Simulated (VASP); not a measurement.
Data:

```yaml
crystal:
  lattice:
    - [3.31661, 0.00000, 0.00000]
    - [-1.65830, 2.87227, 0.00000]
    - [0.00000, 0.00000, 13.72345]
  atoms:
    - { symbol: W, position: [0.66667, 0.33333, 0.75000] }
    - { symbol: W, position: [0.33333, 0.66667, 0.25000] }
    - { symbol: Se, position: [0.33333, 0.66667, 0.87100] }
    - { symbol: Se, position: [0.66667, 0.33333, 0.12900] }
    - { symbol: Se, position: [0.66667, 0.33333, 0.37100] }
    - { symbol: Se, position: [0.33333, 0.66667, 0.62900] }
```

Calculation: LDA (Ceperley-Alder, Perdew-Zunger), VASP's LDA PAW potentials (set 64) (plane waves; VASP). Numerical set-up: 300 eV cut-off, 9×9×2 Γ-centred mesh, Gaussian smearing of 0.010 eV, potentials W_sv Se.

At this cut-off the stress carries a Pulay error, which pulls relaxed volumes low.

### Question
Which forces act on the atoms, in eV/Å?

### Answer

```tsv
atom	Fx	Fy	Fz
W1	0.000	0.000	0.000
W2	0.000	0.000	0.000
Se3	0.000	0.000	-0.184
Se4	0.000	0.000	0.184
Se5	0.000	0.000	-0.184
Se6	0.000	0.000	0.184
```

### Question
Give the stress tensor in GPa (positive for a compressed cell).

### Answer

```
-5.19   0.00   0.00
 0.00  -5.19   0.00
 0.00   0.00  -3.32
```
The pressure is its mean diagonal, -4.57 GPa.

The structure comes from a computed database's WSe2 entry; how it stands against other phases isn't given here. The cell was not relaxed at this level.
